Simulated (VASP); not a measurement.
Output of a VASP run:

**OSZICAR**
```
       N       E                     dE             d eps       ncg     rms          rms(c)
DAV:   1     0.156791114167E+01    0.15679E+01   -0.51550E+03  1744   0.992E+02
DAV:   2    -0.186959788675E+02   -0.20264E+02   -0.20090E+02  2664   0.116E+02
DAV:   3    -0.188258713512E+02   -0.12989E+00   -0.12989E+00  1840   0.120E+01
DAV:   4    -0.188260323400E+02   -0.16099E-03   -0.16099E-03  2240   0.455E-01
DAV:   5    -0.188260324113E+02   -0.71261E-07   -0.71261E-07  1840   0.698E-03    0.557E+00
DAV:   6    -0.183454291765E+02    0.48060E+00   -0.36811E-01  1728   0.485E+00    0.334E+00
DAV:   7    -0.181837219564E+02    0.16171E+00   -0.40631E-01  1960   0.520E+00    0.767E-01
DAV:   8    -0.181850014829E+02   -0.12795E-02   -0.18107E-03  1728   0.491E-01    0.469E-02
DAV:   9    -0.181850178054E+02   -0.16323E-04   -0.13193E-04  2424   0.102E-01    0.273E-02
DAV:  10    -0.181850304332E+02   -0.12628E-04   -0.13567E-05  1696   0.431E-02    0.628E-03
DAV:  11    -0.181850302813E+02    0.15189E-06   -0.38836E-08  2312   0.218E-03    0.134E-03
DAV:  12    -0.181850302756E+02    0.56635E-08   -0.10443E-08   848   0.131E-03
   1 F= -.18401840E+02 E0= -.18401840E+02  d E =0.000000E+00
```

### OUTCAR
```
------------------------ aborting loop because EDIFF is reached ----------------------------------------
 Edisp (eV)   -0.21681
  FORCE on cell =-STRESS in cart. coord.  units (eV):
  Direction    XX          YY          ZZ          XY          YZ          ZX
  --------------------------------------------------------------------------------------
  Total      -0.00008    -0.00008    -0.00008    -0.00000    -0.00000    -0.00000
  in kB      -0.01130    -0.01130    -0.01130    -0.00000    -0.00000    -0.00000
  external pressure =       -0.01 kB  Pullay stress =        0.00 kB
  volume of cell :       11.33
      direct lattice vectors                 reciprocal lattice vectors
     0.000000000  1.782711286  1.782711286    -0.280471664  0.280471664  0.280471664
     1.782711286  0.000000000  1.782711286     0.280471664 -0.280471664  0.280471664
     1.782711286  1.782711286  0.000000000     0.280471664  0.280471664 -0.280471664
 POSITION                                       TOTAL-FORCE (eV/Angst)
 -----------------------------------------------------------------------------------
      0.00000      0.00000      0.00000         0.000000      0.000000      0.000000
      0.89136      0.89136      0.89136        -0.000000     -0.000000     -0.000000
 -----------------------------------------------------------------------------------
    total drift:                                0.000000      0.000000      0.000000
  FREE ENERGIE OF THE ION-ELECTRON SYSTEM (eV)
  ---------------------------------------------------
  free  energy   TOTEN  =       -18.4018404377 eV

  energy  without entropy=      -18.4018404377  energy(sigma->0) =      -18.40184044

 total charge

# of ion       s       p       d       tot
------------------------------------------
    1        0.829   1.749   0.000   2.578
    2        0.829   1.749   0.000   2.578
--------------------------------------------------
tot          1.659   3.498   0.000   5.157
```
(Selected blocks of OUTCAR.)

File POSCAR:
```
C
1
    0.0000000000     1.7827112856     1.7827112856
    1.7827112856    -0.0000000000     1.7827112856
    1.7827112856     1.7827112856     0.0000000000
C
2
Direct
  0.0000000000   0.0000000000   0.0000000000
  0.2500000000   0.2500000000   0.2500000000
```

### Question
Write an INCAR and KPOINTS that could have produced this output.

### Answer
This is not unique; one that fits is the input of the run itself, PBE GGA with D3 dispersion (zero damping), plane waves, VASP's PBE PAW potentials (set 64).

**INCAR**
```
ALGO = Normal
EDIFF = 1E-7
ENCUT = 520
GGA = PE
ISIF = 2
ISMEAR = -5
IVDW = 11
LASPH = .TRUE.
LCHARG = .TRUE.
LORBIT = 11
LREAL = .FALSE.
LWAVE = .FALSE.
NEDOS = 601
NELM = 100
PREC = Accurate
SYSTEM = C
```

**KPOINTS**
```
Automatic
0
gamma
  14 14 14
```

POTCAR, in this order: C (PBE.64 set). Program: vasp_std.

The compound is C in the diamond structure. It was relaxed first.
